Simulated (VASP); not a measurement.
Data:

```
CELL_PARAMETERS angstrom
      2.02106    -3.50057     0.00000
      2.02106     3.50057     0.00000
      0.00000     0.00000     6.38251
ATOMIC_POSITIONS crystal
  Sn 0.00000 0.00000 0.00000
  Se 0.33333 0.66667 0.25502
  Se 0.66667 0.33333 0.74498
```

All values below come from vdW-DF2, VASP's PBE PAW potentials (set 64) (plane waves; VASP). Run with 520 eV cut-off, Gaussian smearing of 0.050 eV, potentials Sn_d Se.

Unless said otherwise, spin-orbit coupling is left out, though it shifts the bands of the heavy elements here.

Q: Give the energies of bands 8 to 16 at the high-symmetry points, in eV from the valence-band maximum.

A: 
```csv
band,Γ,M,K,A,L,H
8,-5.95,-6.77,-6.92,-5.45,-6.84,-6.87
9,-0.64,-3.55,-2.93,-1.74,-3.98,-3.40
10,-0.64,-2.44,-2.93,-0.74,-1.98,-3.40
11,-0.41,-2.16,-2.65,-0.74,-1.67,-3.02
12,-0.41,-1.11,-1.32,-0.25,-0.77,-0.31
13,-0.11,-0.31,-1.32,-0.25,-0.68,-0.31
14,0.10,0.79,0.75,1.56,0.41,1.60
15,2.78,3.43,5.61,2.54,3.92,4.22
16,4.12,4.75,5.61,3.89,4.55,4.22
```

The gap is indirect, 0.10 eV, from the valence maximum at K-Γ at 0.78 to the conduction minimum at Γ.

Measured: gap 0.98 eV (computed value off by -0.88 eV), as given by Joseph M. Gonzalez et al., Physical Review B (2016), arXiv:1609.04381.

The compound is SnSe2 in the 1T layered structure. It was relaxed first, which changed the volume by +17 %.
